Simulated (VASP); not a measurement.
An input for Quantum ESPRESSO's pw.x (written as the equivalent of a VASP run, and not itself run):

```
&CONTROL
  calculation = 'vc-relax'
  pseudo_dir = './pseudo'
  outdir = './out'
  tprnfor = .true.
  tstress = .true.
  nstep = 40
  forc_conv_thr = 0.00039
/
&SYSTEM
  ibrav = 0
  nat = 1
  ntyp = 1
  ecutwfc = 50
  occupations = 'smearing'
  smearing = 'methfessel-paxton'
  degauss = 0.00735
  input_dft = 'pbe'
/
&ELECTRONS
  conv_thr = 7.3e-08
  electron_maxstep = 100
/
&IONS
/
&CELL
/
ATOMIC_SPECIES
  Cs 132.905 Cs.upf
CELL_PARAMETERS angstrom
    -3.1110000    3.1110000    3.1110000
     3.1110000   -3.1110000    3.1110000
     3.1110000    3.1110000   -3.1110000
ATOMIC_POSITIONS crystal
  Cs   0.0080360  0.0192864  0.0273224
K_POINTS automatic
  6 6 6 0 0 0
```

Translate this input to VASP (INCAR, KPOINTS, POSCAR, choice of POTCAR).

This is not unique; one that fits is 
### POSCAR
```
Cs
1.0
 -3.1110000000   3.1110000000   3.1110000000
  3.1110000000  -3.1110000000   3.1110000000
  3.1110000000   3.1110000000  -3.1110000000
Cs
1
Cartesian
  0.1200000001   0.0500000001  -0.0000000000
```

KPOINTS:
```
Automatic mesh
0
Gamma
6 6 6
0 0 0
```

### INCAR
```
NELM=100   ! most electronic steps
LWAVE=.FALSE.
ENCUT=400   ! plane-wave cut-off (eV)
NSW=40
LASPH=.TRUE.   ! aspherical one-centre terms
EDIFF=1E-6
PREC=Accurate
LMAXMIX=4   ! l cut-off of mixed one-centre charges
ALGO=Normal   ! blocked Davidson
IBRION=2   ! conjugate gradients
GGA=PE
SIGMA=0.1   ! width (eV)
SYSTEM=Cs
ISIF=3
ISMEAR=1   ! Methfessel-Paxton
EDIFFG=-0.01   ! ionic stop
LCHARG=.FALSE.
LREAL=.FALSE.   ! projection in real space or not
```

POTCAR, in this order: Cs_sv (PBE.64 set). Program: vasp_std.

What does not carry over: the potentials are each code's own (VASP's PAW set, PseudoDojo norm-conserving files in pw.x), so ENCUT and ecutwfc are chosen apart and not converted; conv_thr bounds pw.x's estimated SCF error, while EDIFF bounds the energy change between steps; forc_conv_thr acts on force components and is met together with etot_conv_thr.

The compound is Cs in the bcc structure. This run relaxes it. Symmetry was kept, so distortions that lower it aren't found.
